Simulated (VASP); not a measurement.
Calculation: PBE GGA, VASP's PBE PAW potentials (set 64) (plane waves; VASP).

A VASP calculation is set up with these files.

File POSCAR:
```
PbS
1
    0.0000000000     3.0294000000     3.0294000000
    3.0294000000     0.0000000000     3.0294000000
    3.0294000000     3.0294000000     0.0000000000
Pb S
1 1
Direct
  0.0000000000   0.0000000000   0.0000000000
  0.5000000000   0.5000000000   0.5000000000
```

### KPOINTS
```
Automatic
0
Monkhorst Pack
4 4 4
0 0 0
```

### INCAR
```
SYSTEM = PbS
PREC = Accurate
ENCUT = 400
EDIFF = 1E-6
NELM = 100
ALGO = Normal
LREAL = .FALSE.
LASPH = .TRUE.
ISMEAR = 0
SIGMA = 0.05
GGA = PE
LMAXMIX = 4
LWAVE = .FALSE.
LCHARG = .FALSE.
ISIF = 2
```

POTCAR, in this order: Pb_d S (PBE.64 set). Program: vasp_std.

The resulting files:

File OSZICAR:
```
       N       E                     dE             d eps       ncg     rms          rms(c)
DAV:   1     0.142846038460E+03    0.14285E+03   -0.84318E+03   280   0.121E+03
DAV:   2     0.469901961852E+01   -0.13815E+03   -0.13442E+03   280   0.321E+02
DAV:   3    -0.896109599466E+01   -0.13660E+02   -0.13581E+02   376   0.107E+02
DAV:   4    -0.930409234688E+01   -0.34300E+00   -0.34272E+00   310   0.202E+01
DAV:   5    -0.931690430542E+01   -0.12812E-01   -0.12812E-01   426   0.377E+00    0.427E+00
DAV:   6    -0.877392921232E+01    0.54298E+00   -0.17258E+00   390   0.972E+00    0.303E+00
DAV:   7    -0.877645053435E+01   -0.25213E-02   -0.15493E-01   312   0.219E+00    0.179E+00
DAV:   8    -0.878024022417E+01   -0.37897E-02   -0.17651E-02   298   0.163E+00    0.322E-01
DAV:   9    -0.877972927189E+01    0.51095E-03   -0.37593E-03   438   0.577E-01    0.103E-01
DAV:  10    -0.877997619088E+01   -0.24692E-03   -0.41653E-04   280   0.130E-01    0.631E-02
DAV:  11    -0.877998228051E+01   -0.60896E-05   -0.59966E-05   346   0.914E-02    0.126E-02
DAV:  12    -0.877998368875E+01   -0.14082E-05   -0.42458E-06   352   0.212E-02    0.528E-03
DAV:  13    -0.877998362074E+01    0.68008E-07   -0.19492E-07   194   0.550E-03
   1 F= -.87799836E+01 E0= -.87799836E+01  d E =-.728312E-16
```

**OUTCAR**
```
------------------------ aborting loop because EDIFF is reached ----------------------------------------
  FORCE on cell =-STRESS in cart. coord.  units (eV):
  Direction    XX          YY          ZZ          XY          YZ          ZX
  --------------------------------------------------------------------------------------
  Total       -0.4961738     -0.4961738     -0.4961738     -0.0000000     -0.0000000      0.0000000
  in kB      -14.2969879    -14.2969879    -14.2969879     -0.0000000     -0.0000000      0.0000000
  external PRESSURE =     -14.2969879 kB  Pullay stress =       0.0000000 kB
  volume of cell :       55.60
      direct lattice vectors                 reciprocal lattice vectors
     0.000000000  3.029400000  3.029400000    -0.165049185  0.165049185  0.165049185
     3.029400000  0.000000000  3.029400000     0.165049185 -0.165049185  0.165049185
     3.029400000  3.029400000  0.000000000     0.165049185  0.165049185 -0.165049185
  FREE ENERGIE OF THE ION-ELECTRON SYSTEM (eV)
  ---------------------------------------------------
  free  energy   TOTEN  =        -8.7799836207 eV

  energy  without entropy=       -8.7799836207  energy(sigma->0) =       -8.77998362
```
(Selected blocks of OUTCAR.)

File OUTCAR:
```
 val. band max:        4.5157496377   @ k =   0.3750   0.3750   0.3750

 cond. band min:       6.1777339741   @ k =   0.3750   0.3750   0.3750


 Fermi energy:         4.7901788387

 k-point     1 :       0.1250    0.1250    0.1250
  band No.  band energies     occupation
      1     -11.7244      2.00000
      2     -11.7224      2.00000
      3     -11.7224      2.00000
      4     -11.7083      2.00000
      5     -11.7083      2.00000
      6      -7.9191      2.00000
      7      -1.5002      2.00000
      8       3.1776      2.00000
      9       3.1776      2.00000
     10       3.3998      2.00000
     11       8.9272      0.00000
     12       9.3562      0.00000
     13       9.3562      0.00000
     14      11.8011      0.00000

 k-point     2 :       0.3750    0.1250    0.1250
  band No.  band energies     occupation
      1     -11.7287      2.00000
      2     -11.7237      2.00000
      3     -11.7210      2.00000
      4     -11.7046      2.00000
      5     -11.6952      2.00000
      6      -7.3589      2.00000
      7      -2.6296      2.00000
      8       2.4887      2.00000
      9       3.5433      2.00000
     10       4.4533      2.00000
     11       6.5140      0.00000
     12       7.5454      0.00000
     13       8.9205      0.00000
     14      12.4031      0.00000

 k-point     3 :      -0.3750    0.1250    0.1250
  band No.  band energies     occupation
      1     -11.7431      2.00000
      2     -11.7269      2.00000
      3     -11.7187      2.00000
      4     -11.6940      2.00000
      5     -11.6848      2.00000
      6      -6.9083      2.00000
      7      -3.3305      2.00000
      8       2.7685      2.00000
      9       3.1605      2.00000
     10       4.1121      2.00000
     11       6.3845      0.00000
     12       7.6319      0.00000
     13       8.0134      0.00000
     14      12.8686      0.00000

 k-point     4 :      -0.1250    0.1250    0.1250
  band No.  band energies     occupation
...
```

Unless said otherwise, spin-orbit coupling is left out, though it shifts the bands of the heavy elements here.

The compound is PbS in the rock salt structure. The cell was not relaxed at this level. The k-mesh is coarse (spacing up to 0.45 per Å, 2π included), so the numbers may not be converged in it. The run is one of a series of settings (KPOINTS 4×4×4 Monkhorst-Pack mesh against the base run), some of them coarse on purpose.
